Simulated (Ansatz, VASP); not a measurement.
# Cross-check of Y2CS2 (Y2CS2 MXene monolayer) between VASP and Ansatz

One calculation is typed for both programs; each brings its own data sets. How far apart do they land? The structure shown is the start of the Ansatz relaxation below; VASP solves that cell, so the two are compared at the walk's first step.

Method: plane waves, with VASP 6.6.1 beside it; single point at LDA, in Ansatz 0.2.0.

## Step 1: Set-up

The cell holds 5 atoms: 2 S, 2 Y and 1 C. Cell: a = 3.478 Å, b = 3.478 Å, c = 44.032 Å, α = 90.0°, β = 90.0°, γ = 120.0°. Vacuum lies along c.

## Step 2: Ansatz: relaxation, LDA

Ansatz runs on its PAW soft_1 files.

The two programs are compared at the cell with which this relaxation starts, whose forces are those of its first step.

File input.yaml:

```yaml
crystal:
  lattice:
    - [3.47776, 0.0, 0.0]
    - [-1.73888, 3.0118285083, 0.0]
    - [0.0, 0.0, 44.0318076641]
  atoms:
    - { symbol: S, position: [0.3333333333, 0.6666666667, 0.4258285316] }
    - { symbol: "Y", position: [0.6666666667, 0.3333333333, 0.4688354507] }
    - { symbol: C, position: [0.0, 0.0, 0.5] }
    - { symbol: "Y", position: [0.3333333333, 0.6666666667, 0.5311645493] }
    - { symbol: S, position: [0.6666666667, 0.3333333333, 0.5741714684] }
  periodic: [true, true, false]
kpoints:
  mp_grid: { grid: [12, 12, 1] }
hamiltonian:
  xc: lda
  pseudopotentials: { kind: paw, azcp: { folder: soft_1 }, xc_functional: pbe }
scf:
  occupations: { method: fermi_dirac, width: 0.05 }
  convergence: { dr2_threshold: 1.0e-09 }
relax:
  f_tol: 0.004
  max_steps: 90
  cell: {}
output:
  write_potential: true
  write_density: true
  volumetric_format: npy
```

The run is started by

```bash
> ansatz run input.yaml --threads 4 --pin off --max-ram 6144MiB --backend cpu --events-out ev --progress --plain --runs-dir out
```

Numbers of over 12 decimals in the logs are rounded to 6 here.

Log:

```text
Warning: relax.cell: scf.convergence.dr2_threshold = 1e-9 eV is looser than the 1.8294869528e-10 eV advised for a relaxation that steers and ends on the stress (1e-10 eV for each atom of the cell: 5, times the square of relax.cell.stress_2d_tol = 0.05 N/m over 16.5 Å (the atoms' height at the walk's start and 5 Å past either face), 3.024e-2 GPa, over a crystal's default 0.05). What an SCF threshold leaves in a stress goes as its square root, and in the free energy as the threshold itself, and one threshold admits the most on a small cell: [figures from the program's tests cut] Set scf.convergence.dr2_threshold to 1.8294869528e-10 eV or tighter. [rest of the remark cut]
Engine: ansatz 0.2.0, aarch64-unknown-linux-gnu
Pseudopotentials: kind: paw
Pseudopotential: S, paw, valence charge 6, recommended cutoff 420 eV (normal), soft_1/S.paw.azcp
Pseudopotential: Y, paw, valence charge 11, recommended cutoff 420 eV (normal), soft_1/Y.paw.azcp
Pseudopotential: C, paw, valence charge 4, recommended cutoff 420 eV (normal), soft_1/C.paw.azcp
Functional definition: SPW92
  exchange = slater_x
  correlation = pw_c
Crystal: 5 atoms, lattice volume = 461.208 Å³
Basis set: ecut = 420 eV, 8997 PW (Γ)
Bands: 24, of which v1, the nominal top of the filled ones, is band 19 counted from 1 (18 counted from 0)
Symmetry: 12 space group operations
Space group: P-3m1 (ITA 164), of the structure as read, at distance tolerance 7.7e-5 Å
k-points: 19 of 144
Non-local potential: S, projectors of the file, l = 0: 2, l = 1: 2, l = 2: 1
Non-local potential: Y, projectors of the file, l = 0: 3, l = 1: 2, l = 2: 2, l = 3: 1
Non-local potential: C, projectors of the file, l = 0: 2, l = 1: 2, l = 2: 1
PAW form: soft (Blöchl's): semilocal exchange-correlation on the pseudo side does not see the compensation charge
PAW frozen core: S, regenerated for the run's functional, and the local potential with it (the file was generated under x = pbe(κ = 0.804, μ = 0.219515), c = pbe(β = 0.066725))
PAW frozen core: Y, regenerated for the run's functional, and the local potential with it (the file was generated under x = pbe(κ = 0.804, μ = 0.219515), c = pbe(β = 0.066725))
PAW frozen core: C, regenerated for the run's functional, and the local potential with it (the file was generated under x = pbe(κ = 0.804, μ = 0.219515), c = pbe(β = 0.066725))
PAW one-centre angular grid: S, 110 points (default); XC on 64 Gauss nodes
PAW one-centre angular grid: Y, 590 points (default); XC on 64 Gauss nodes
PAW one-centre angular grid: C, 110 points (default); XC on 64 Gauss nodes
Initial density: superposition of atomic densities (neutral atoms: chi_scale 0, normalization atom)
Initial wavefunctions: pseudopotential atomic-orbital guess
Functional: x = slater, c = lda
SCF iter   1: F=—  HF=-9480.492367 eV  |F-HF|=—  |Δ(HF+E_count)|=         —  Δρ=4.17e-2  dr2=2.66e1  ethr=3.10e-3  ⟨swp⟩=13.1  Hψ=3775  notcnv=0
preconditioner: auto → LDOS  [metal: Δε(μ)=0.031 eV  Ē_g=7.328 eV  σ=0.050 eV  W_gap=0.15  n_scr=24 (ndim 8)  ℏωp=8.1 eV  f_vac=0.759  D(μ)=4.36/eV (n_scr^D=18)  β→1.0]
SCF iter   2: F=—  HF=-9488.749349 eV  |F-HF|=—  |Δ(HF+E_count)|=    8.26e0  Δρ=7.22e-2  dr2=8.20e1  ethr=3.10e-3  ⟨swp⟩=7.9  Hψ=1666  notcnv=0  defer=2  recentre
SCF iter   3: F=—  HF=-9476.442964 eV  |F-HF|=—  |Δ(HF+E_count)|=    1.23e1  Δρ=9.34e-3  dr2=2.37e0  ethr=3.10e-3  ⟨swp⟩=5.9  Hψ=1637  notcnv=0  defer=1
SCF iter   4: F=—  HF=-9476.242121 eV  |F-HF|=—  |Δ(HF+E_count)|=   2.01e-1  Δρ=4.18e-3  dr2=1.41e-1  ethr=3.10e-3  ⟨swp⟩=2.2  Hψ=700  notcnv=0
SCF iter   5: F=—  HF=-9476.233874 eV  |F-HF|=—  |Δ(HF+E_count)|=   8.25e-3  Δρ=3.18e-3  dr2=7.84e-2  ethr=3.72e-4  ⟨swp⟩=4.9  Hψ=1275  notcnv=0  defer=1
SCF iter   6: F=—  HF=-9476.221445 eV  |F-HF|=—  |Δ(HF+E_count)|=   1.24e-2  Δρ=1.17e-3  dr2=1.62e-2  ethr=2.06e-4  ⟨swp⟩=2.7  Hψ=821  notcnv=0
SCF iter   7: F=—  HF=-9476.219243 eV  |F-HF|=—  |Δ(HF+E_count)|=   2.20e-3  Δρ=2.69e-4  dr2=1.12e-3  ethr=4.27e-5  ⟨swp⟩=2.5  Hψ=736  notcnv=0
SCF iter   8: F=—  HF=-9476.219168 eV  |F-HF|=—  |Δ(HF+E_count)|=   7.53e-5  Δρ=4.84e-5  dr2=3.50e-5  ethr=2.94e-6  ⟨swp⟩=2.8  Hψ=838  notcnv=0
SCF iter   9: F=—  HF=-9476.219172 eV  |F-HF|=—  |Δ(HF+E_count)|=   3.50e-6  Δρ=1.82e-5  dr2=5.14e-6  ethr=9.20e-8  ⟨swp⟩=3.3  Hψ=1016  notcnv=0
[...]
SCF iter   2: F=—  HF=-9476.927820 eV  |F-HF|=—  |Δ(HF+E_count)|=   3.51e-5  Δρ=4.91e-5  dr2=3.00e-5  ethr=2.95e-7  ⟨swp⟩=2.3  Hψ=648  notcnv=0
[...]
SCF iter   4: F=—  HF=-9476.927820 eV  |F-HF|=—  |Δ(HF+E_count)|=   4.84e-6  Δρ=1.41e-5  dr2=2.98e-6  ethr=2.39e-8  ⟨swp⟩=2.0  Hψ=603  notcnv=0
SCF iter   5: F=—  HF=-9476.927796 eV  |F-HF|=—  |Δ(HF+E_count)|=   2.39e-5  Δρ=2.12e-6  dr2=8.81e-8  ethr=7.85e-9  ⟨swp⟩=2.1  Hψ=615  notcnv=0
SCF iter   6: F=—  HF=-9476.927796 eV  |F-HF|=—  |Δ(HF+E_count)|=   3.60e-8  Δρ=6.28e-7  dr2=6.20e-9  ethr=2.32e-10  ⟨swp⟩=3.2  Hψ=912  notcnv=0
SCF iter   7: F=-9476.927796 eV  HF=-9476.927796 eV  |F-HF|=7.59e-10  |Δ(HF+E_count)|=   3.95e-9  Δρ=1.77e-7  dr2=1.98e-10  ethr=2.63e-12  ⟨swp⟩=12.6  Hψ=4036  notcnv=0
SCF 10 converged in 7 iterations: F = -9476.927796 eV  dr2 = 1.98e-10
relax step  10: F+E_penalty+E_count = -9476.92779633 eV  Δ(F+E_penalty+E_count) = -8.611e-5 eV  max|allowed force component| = 1.095e-3 eV/Å  Δτ_max = 0.0056 Å  P = +0.019 N/m  Ω = 535.509 Å³  energy of the carried Pulay correction = -9.051e-5 eV  fix = [c, alpha, beta]  reactions: c +0.000 N/m  (7 SCF iters, accepted)
iter 1 solved again at ethr=4.37e-7 eV; its pass at ethr=3.10e-3 eV (dr2=1.66e-4 eV) is discarded
SCF iter   1: F=—  HF=-9476.927902 eV  |F-HF|=—  |Δ(HF+E_count)|=         —  Δρ=3.37e-6  dr2=5.83e-8  ethr=4.37e-7  ⟨swp⟩=5.3  Hψ=5453  notcnv=0
eigensolver tolerance schedule: the retry pair's looser diagonalisation over-reported the residual by 2848.74 of it (diagonalisation noise at 0.67 of the residual, at the tolerance the schedule requests for it); recorded, not acted on — ethr = c·dr2/N_el stays at c = 1.0e-1
preconditioner: auto → LDOS  [metal: Δε(μ)=0.043 eV  Ē_g=7.169 eV  σ=0.050 eV  W_gap=0.21  n_scr=24 (ndim 8)  ℏωp=7.5 eV  f_vac=0.782  D(μ)=5.19/eV (n_scr^D=18)  β→1.0]
SCF iter   2: F=—  HF=-9476.927896 eV  |F-HF|=—  |Δ(HF+E_count)|=   5.55e-6  Δρ=3.93e-6  dr2=1.66e-7  ethr=1.53e-10  ⟨swp⟩=5.8  Hψ=1859  notcnv=0
SCF iter   3: F=—  HF=-9476.927896 eV  |F-HF|=—  |Δ(HF+E_count)|=   2.22e-8  Δρ=1.27e-6  dr2=1.76e-8  ethr=1.53e-10  ⟨swp⟩=2.9  Hψ=838  notcnv=0
SCF iter   4: F=—  HF=-9476.927896 eV  |F-HF|=—  |Δ(HF+E_count)|=   3.65e-9  Δρ=4.47e-7  dr2=2.59e-9  ethr=4.64e-11  ⟨swp⟩=3.0  Hψ=859  notcnv=0
SCF iter   5: F=-9476.927896 eV  HF=-9476.927896 eV  |F-HF|=3.53e-10  |Δ(HF+E_count)|=  6.29e-10  Δρ=1.49e-7  dr2=2.97e-10  ethr=2.63e-12  ⟨swp⟩=18.3  Hψ=4390  notcnv=0
SCF 11 converged in 5 iterations: F = -9476.927896 eV  dr2 = 2.97e-10
relax step  11: F+E_penalty+E_count = -9476.92789632 eV  Δ(F+E_penalty+E_count) = -9.999e-5 eV  max|allowed force component| = 1.110e-3 eV/Å  Δτ_max = 0.0000 Å  P = +0.019 N/m  Ω = 535.509 Å³  fix = [c, alpha, beta]  reactions: c +0.000 N/m  stress off target by 1.93e-2 N/m on what of the cell is left free  SCF on the basis re-selected at this cell (its energy is not comparable with the rows above)  (5 SCF iters)
basis re-selected at this cell: Δ(F+E_penalty+E_count) = -9.999e-5 eV, ΔP = +0.000 N/m vs the last step (what re-selecting the basis moved, of the pressure what is left beyond the Pulay correction that the steps carried, after the strain that the cell walked since its last selection, with what the two solves' SCF thresholds leave and, on support functions, any second-order correction that the steps lacked; it is no m [...]
WARN: The output density's exchange-correlation potential varies sharply where the density is thin. Do not read a vacuum level from v_tot or v_xc, or from such a field of the output density. On a cell that repeats whose density bears no net charge and no dipole along the vacuum's axis use v_es (v_loc + v_h of the components); under efield.dipole_correction with no amplitude use v_es + v_field, which holds any externa [...]
SCF converged after 5 iterations
Free energy (F): -9476.927896 eV
Harris-Foulkes:  -9476.927896 eV  (|F-HF|=3.53e-10)
Internal energy: -9476.885911 eV  (E = F + TS)
E sigma→0 (E₀):  -9476.906904 eV
Entropy (-TS):   -0.041985 eV (-8.397 meV/atom)
Fermi energy:    -6.885294 eV
--- Per-component energies (eV) ---
  E_band       = -753.767157
  E_kinetic    = 930.542151
  E_local      = -94784.576861  (includes V_loc(G=0)·N_el)
  E_nonlocal   = 156.361153
  E_hartree    = 46844.532437
  E_xc         = -578.033610
  E_vxc        = -634.799435  (∫ρ·V_xc dr)
  E_paw        = -6674.496776  (= ΣΔE_a)
  E_vpaw       = -110.356951  (= ΣTr[D̂ρ^β])
  E_aug_tail   = 0.000059  (compensation charges beyond the density's cutoff)
  E_ewald      = 44627.757138
  E_core_change = 1.028398  (= ΣΔE_core)
  E_smearing   = -0.041985  (= −TS)
  E_closure    = 0.000000  (closes the sum)
  Σ components = -9476.927896   (vs F -9476.927896, Δ=0.00e0)
--- Forces (eV/Å), atoms counted from 1 ---
  atom   1  S      0.00000000    -0.00000000     0.00111016
  atom   2  Y      0.00000000    -0.00000000     0.00096074
  atom   3  C      0.00000000     0.00000000     0.00000000
  atom   4  Y     -0.00000000     0.00000000    -0.00096074
  atom   5  S     -0.00000000     0.00000000    -0.00111016
  max |Σ_I F_I| component: 3.12e-17 eV/Å
--- 2D stress c σ (N/m, compression-positive) ---
        0.019315      -0.000000      -0.000000
       -0.000000       0.019315      -0.000000
       -0.000000      -0.000000       0.000000
  P = ½ c Tr σ = 0.0193 N/m
--- Band table (eV; the first three rows and the last of 19) ---
  k-point 0: bands = [... 15 lower, -7.7693, -7.7693, -6.4577, -6.0730, -6.0730, -3.5509, -3.5509, -3.0198, ... 1 higher]
  k-point 1: bands = [... 15 lower, -8.0347, -7.7691, -6.4577, -6.3222, -6.2184, -3.6377, -3.3547, -2.9891, ... 1 higher]
  k-point 2: bands = [... 15 lower, -7.9248, -7.7791, -7.1383, -6.5052, -6.3026, -3.9986, -2.9324, -2.7714, ... 1 higher]
  k-point 18: bands = [... 15 lower, -8.0810, -8.0810, -7.5210, -7.5210, -7.5006, -2.7336, -2.7336, -2.5396, ... 1 higher]
  the weakly bound empty levels are not read free of the cell's end (no_gap_told)
--- Relaxed structure (9 steps of the walk, 9 accepted, 2 SCFs on fresh bases) ---
  F+E_penalty+E_count = -9476.92789632 eV   max|allowed force component| = 1.110e-3 eV/Å   (the final SCF, on the basis selected at the relaxed cell)
  cell:  # Å, volume = 535.5086 Å³
    - [3.747440, 0, 0]
    - [-1.873720, 3.245378, 0]
    - [0, 0, 44.0318076641]
  atoms:
    - { symbol: S, position: [0.333333, 0.666667, 0.435061] }
    - { symbol: Y, position: [0.666667, 0.333333, 0.467524] }
    - { symbol: C, position: [0, 0, 0.5] }
    - { symbol: Y, position: [0.333333, 0.666667, 0.532476] }
    - { symbol: S, position: [0.666667, 0.333333, 0.564939] }
```

[end of part 1 of 2]

[Lines on the potential files, build, host, timing and source positions are cut from VASP's logs without a mark.]

[Logs are printed without paths, hosts, clocks, repeated set-up lines and the standing remarks that a program may print on its own settings, such as how far it seeks lower states.]

[Hosts, paths, dates, database ids (printed as entryN), source tags and the programs' standing remarks are cut or masked in the printed files.]
